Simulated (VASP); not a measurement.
Data:

```
CELL_PARAMETERS angstrom
      0.00000     1.92704     1.92704
      1.92704     0.00000     1.92704
      1.92704     1.92704     0.00000
ATOMIC_POSITIONS crystal
  Rh 0.00000 0.00000 0.00000
```

Method: RPBE GGA, VASP's PBE PAW potentials (set 64) (plane waves; VASP). Run with 520 eV cut-off, Gaussian smearing of 0.050 eV, potentials Rh_pv.

Q: What does the run give for the band gap (along the path) with the smallest direct gap where there is one?

A: 
```json
{
 "band gap (along the path)": "none (metal, semimetal or under 0.01 eV)"
}
```

Only differences to runs with the same potentials and settings are physical.

The compound is Rh in the fcc structure. It was relaxed first.
